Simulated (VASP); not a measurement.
The system is Bi3SbO3.

```
Sb Bi O
1.0
     5.44459    0.00000    0.00000
     0.00000    5.44459    0.00000
     0.00000    0.00000    5.44459
Sb Bi O
1 3 3
Direct
  0.50000 0.50000 0.50000
  0.50000 0.00000 0.00000
  0.00000 0.50000 0.00000
  0.00000 0.00000 0.50000
  0.00000 0.50000 0.50000
  0.50000 0.00000 0.50000
  0.50000 0.50000 0.00000
```

The cell was built by a generator and needn't be a form met in nature.

| Item | Value |
| --- | --- |
| Program | VASP 6.6.1 |
| Task | relaxation of cell and atoms |
| Functional | PBE |
| Potentials or basis | VASP PAW PBE potentials, release 64 (Sb, Bi_d, O) |
| Cutoff | 520 eV |
| k mesh | 3 × 3 × 3 |
| Occupations | gaussian, width 0.15 eV |
| Spin | no spin polarisation |

At the start: pressure -11.1 GPa; volume 23.06 Å³/atom.

Problem. Where does the relaxation end?

Solution. Over 3 steps the energy falls by 153.3 meV/atom and the volume is 19.32 Å³/atom (-16.2 %); space group Pm-3m (No. 221, to 0.05 Å).

The path:
```
step  energy change (eV)  largest force (eV/Å)  pressure (GPa)  volume (Å³)
   1              0.0000                0.0000          -11.05       161.40
   2             -0.9091                0.0000            6.91       127.02
   3             -1.0731                0.0000           -0.23       135.21
```

Final structure:
```
Sb Bi O
1.0
     5.13257    0.00000    0.00000
     0.00000    5.13257    0.00000
     0.00000    0.00000    5.13257
Sb Bi O
1 3 3
Direct
  0.50000 0.50000 0.50000
  0.50000 0.00000 0.00000
  0.00000 0.50000 0.00000
  0.00000 0.00000 0.50000
  0.00000 0.50000 0.50000
  0.50000 0.00000 0.50000
  0.50000 0.50000 0.00000
```

Caveat: the k mesh is coarse (spacing up to 0.38 Å⁻¹), so the values aren't converged; the volume moved by over 15 % at a fixed basis, so the end points are rough; the relaxation stopped at a loose force limit of 0.08 eV/Å, so its end isn't a converged minimum.
